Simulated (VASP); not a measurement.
Here is the system:

```xyz
2
Lattice="0.0000 2.7461 2.7461 2.7461 0.0000 2.7461 2.7461 2.7461 0.0000" Properties=species:S:1:pos:R:3 pbc="T T T"
Mo     0.0000     0.0000     0.0000
Si     1.3731     1.3731     1.3731
```

These are PBEsol GGA, VASP's PBE PAW potentials (set 64) (plane waves; VASP 6.6.1) values and carry that method's errors. Numerical set-up: 400 eV cut-off, 13×13×13 Γ-centred mesh, tetrahedra with Blöchl corrections, potentials Mo_sv Si.

Q: What does the run give for the energy per atom (σ→0), band gap (on the k-mesh) with the smallest direct gap where there is one?

A: 
The band gap (on the k-mesh) is none (metal, semimetal or under 0.01 eV) and the energy per atom (σ→0) comes out as -7.523 eV/atom.

The structure was generated: MoSi was put into the zinc blende type (F-43m), which need not be its known phase. It was relaxed first, which changed the volume by -28 %.
